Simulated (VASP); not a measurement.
Consider the following.

```yaml
crystal:
  lattice:
    - [-2.08279, 2.08279, 2.08279]
    - [2.08279, -2.08279, 2.08279]
    - [2.08279, 2.08279, -2.08279]
  atoms:
    - { symbol: Na, position: [0.00000, 0.00000, 0.00000] }
```

Calculation: PBEsol GGA, VASP's PBE PAW potentials (set 64) (plane waves; VASP). Numerical set-up: 480 eV cut-off, 11×11×11 Γ-centred mesh, first-order Methfessel-Paxton smearing of 0.10 eV, potentials Na_pv.

Predict the energy per atom (σ→0), band gap (on the k-mesh) with the smallest direct gap where there is one.

```
Quantity                                                     Value
------------------------  ----------------------------------------
band gap (on the k-mesh)  none (metal, semimetal or under 0.01 eV)
energy per atom (σ→0)                               -1.402 eV/atom
```

The absolute energy has meaning only against runs of the same code, potentials and settings.

The compound is Na in the bcc structure. It was relaxed first, which changed the volume by -7 %. The start is the result of an earlier pass.
